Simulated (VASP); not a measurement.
A run of VASP 6.6.1 is set up as follows.

The input INCAR:

```
ALGO = Normal ; EDIFF = 1E-6
ENCUT = 520 ; GGA = PS
ISIF = 2 ; ISMEAR = 0
KPAR = 4 ; LASPH = True
LCHARG = False ; LREAL = False
LWAVE = False ; NBANDS = 40
NELM = 100 ; PREC = Accurate
SIGMA = 0.02
```

File KPOINTS:

```
k-points
0
Gamma
  6 6 6
```

The input POSCAR:

```
Al3GaO6                                 
1.0
   -2.4153042250      4.1834296601      0.0000000000
   -4.8306084797      0.0000000114      0.0000000000
   -2.4153042316      1.3944765539      4.3716919368
  Ga              Al              O             
     1     3     6
Direct
     0.3584553485072099    0.3584553485072178    0.9246339544783404
     0.1510008734599237    0.1510008734599279    0.5469973796202022
     0.8520903584249556    0.8520903584249548    0.4437289247251439
     0.6466784243876549    0.6466784243876540    0.0599647268370337
     0.2513801150231929    0.5559304624699196    0.2583475645423866
     0.4431082011910003    0.0419857268145502    0.7498774402373736
     0.5559304624699051    0.9343418579645250    0.2583475645423874
     0.9343418579645163    0.2513801150231689    0.2583475645423874
     0.0419857268145434    0.7650286317570743    0.7498774402373732
     0.7650286317570977    0.4431082011910080    0.7498774402373720
```

The input KPOINTS_OPT:

```
path GLB1,BZGX,QFP1Z,LP
20
line-mode
reciprocal
 0.0000000000  0.0000000000  0.0000000000  G
 0.0000000000 -0.5000000000  0.0000000000  L

 0.0000000000 -0.5000000000  0.0000000000  L
 0.4675393899 -0.2662303051  0.2337696949  B1

 0.2662303051 -0.2662303051  0.5000000000  B
 0.0000000000  0.0000000000  0.5000000000  Z

 0.0000000000  0.0000000000  0.5000000000  Z
 0.0000000000  0.0000000000  0.0000000000  G

 0.0000000000  0.0000000000  0.0000000000  G
 0.3668848475 -0.3668848475  0.0000000000  X

 0.3668848475 -0.2662303051  0.3668848475  Q
 0.5000000000  0.0000000000  0.5000000000  F

 0.5000000000  0.0000000000  0.5000000000  F
 0.3993454576  0.0000000000  0.6331151525  P1

 0.3993454576  0.0000000000  0.6331151525  P1
 0.0000000000  0.0000000000  0.5000000000  Z

 0.0000000000 -0.5000000000  0.0000000000  L
 0.0000000000 -0.3993454576  0.3668848475  P
```

Potentials or basis: VASP PAW PBE potentials, release 64 (Ga_d, Al, O).

Run with:

```console
$ cat potpaw_PBE.64/Ga_d/POTCAR potpaw_PBE.64/Al/POTCAR potpaw_PBE.64/O/POTCAR > POTCAR
$ mpirun -np 4 vasp_std > vasp.out
```

Task: Predict the band gap on the k mesh.

Result: 4.80 eV, indirect (least direct gap 4.88 eV).

Task: Predict the band gap along the path.

Result: 4.79 eV, indirect (least direct gap 4.88 eV).

Task: What does it give for the pressure?

Result: 0.3 GPa.

Forces in eV/Å, atoms in the order of the input:
```
Ga   0.000  0.000  0.000
Al   0.000  0.000  0.001
Al   0.000  0.000  0.003
Al   0.000  0.000  0.002
O    0.000  0.002 -0.001
O    0.001 -0.003 -0.001
O    0.001 -0.001 -0.001
O   -0.002 -0.001 -0.001
O   -0.003  0.000 -0.001
O    0.002  0.003 -0.001
```

Caveat: the PAW data sets were made with another functional, which shifts forces and pressure a little. As with any semilocal functional, this PBEsol gap is likely too small.
